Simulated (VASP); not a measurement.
Here is the system:

```yaml
crystal:
  lattice:
    - [0.00000, 3.16000, 3.16000]
    - [3.16000, 0.00000, 3.16000]
    - [3.16000, 3.16000, 0.00000]
  atoms:
    - { symbol: Sn, position: [0.00000, 0.00000, 0.00000] }
    - { symbol: Te, position: [0.50000, 0.50000, 0.50000] }
```

Computed with revTPSS meta-GGA, VASP's PBE PAW potentials (set 64) (plane waves; VASP). Run with 520 eV cut-off, 7×7×7 Γ-centred mesh, Gaussian smearing of 0.050 eV, potentials Sn_d Te.

Question: What does the run give for the energy per atom (σ→0)?

Answer: 
The energy per atom (σ→0) is 14.899 eV/atom.

The compound is SnTe in the rock salt structure, which distorts at low temperature. The cell was not relaxed at this level.
